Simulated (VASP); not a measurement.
Level of theory: PBE GGA, VASP's PBE PAW potentials (set 64) (plane waves; VASP).

VASP ran on this input.

INCAR:
```
! general
SYSTEM  = ZrO2
PREC    = Normal
ENCUT   = 450
LREAL   = .FALSE.   ! projection in real space or not
LASPH   = .TRUE.

! electronic loop
EDIFF   = 1E-5   ! SCF stop (eV)
NELM    = 100   ! most electronic steps
NELMIN  = 4
ALGO    = Fast   ! Davidson, then RMM-DIIS
LMAXMIX = 4

! smearing
ISMEAR  = 0   ! Gaussian
SIGMA   = 0.05

! functional
GGA     = PE   ! PBE

! ions
IBRION  = 2
NSW     = 20   ! most ionic steps
ISIF    = 2
EDIFFG  = -0.03   ! ionic stop

! output
LWAVE   = .FALSE.
LCHARG  = .FALSE.
```

### KPOINTS
```
K-points
0
gamma
10 10 10
0 0 0
```

File POSCAR:
```
ZrO2
1.0
  0.0000000000   2.5592045838   2.5592045838
  2.5592045838   0.0000000000   2.5592045838
  2.5592045838   2.5592045838   0.0000000000
Zr O
1 2
Cart
  0.0000000000   0.0000000000   0.0000000000
  1.2796022919   1.2796022919   1.2796022919
  3.8388068757   3.8388068757   3.8388068757
```

POTCAR, in this order: Zr_sv O (PBE.64 set). Program: vasp_std.

At this cut-off the stress carries a Pulay error, which pulls relaxed volumes low.

### Question
Estimate the energy per atom (σ→0), pressure, band gap (on the k-mesh).

### Answer

- energy per atom (σ→0) = -9526 meV/atom
- band gap (on the k-mesh) = 3.31 eV
- pressure = -1.41 GPa

File OSZICAR:
```
...
RMM:  12    -0.285773171259E+02   -0.51946E-03   -0.14580E-02  1985   0.781E-01    0.868E-02
RMM:  13    -0.285779622296E+02   -0.64510E-03   -0.65946E-03  1981   0.403E-01    0.108E-01
RMM:  14    -0.285781728623E+02   -0.21063E-03   -0.21104E-03  1882   0.198E-01    0.122E-01
RMM:  15    -0.285782305422E+02   -0.57680E-04   -0.90007E-04  1893   0.135E-01    0.120E-01
RMM:  16    -0.285782381185E+02   -0.75763E-05   -0.26035E-04  1726   0.885E-02    0.105E-01
RMM:  17    -0.285782395467E+02   -0.14282E-05   -0.11696E-04  1632   0.648E-02    0.909E-02
RMM:  18    -0.285782436458E+02   -0.40991E-05   -0.44481E-05  1332   0.412E-02
   1 F= -.28578244E+02 E0= -.28578244E+02  d E =-.285782E+02
```

The compound is ZrO2 in the fluorite structure, the high-temperature cubic form, which is unstable at 0 K; the monoclinic form is the stable one. It was relaxed first.
